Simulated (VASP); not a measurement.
Input:

```xyz
4
Lattice="1.6417 -5.4563 0.0000 1.6417 5.4563 0.0000 0.0000 0.0000 4.5135" Properties=species:S:1:pos:R:3 pbc="T T T"
P      1.6417     4.4144     4.1138
P      1.6417     1.0419     1.8571
P      1.6417    -1.0419     2.6564
P      1.6417    -4.4144     0.3997
```

The numbers are results of r2SCAN meta-GGA, VASP's PBE PAW potentials (set 64) (plane waves; VASP 6.6.1), not measurements. Run with 480 eV cut-off, 6×6×6 Γ-centred mesh, Gaussian smearing of 0.050 eV, potentials P.

Problem. What does the run give for the energy per atom (σ→0), pressure, largest force?

Solution. 
```json
{
  "energy per atom (σ→0)": "-8.977 eV/atom",
  "pressure": "11.7 kbar",
  "largest_force": "0.115 eV/Å"
}
```

The absolute energy has meaning only against runs of the same code, potentials and settings.

The compound is P in the black structure. This cell was strained or had an atom moved on purpose.
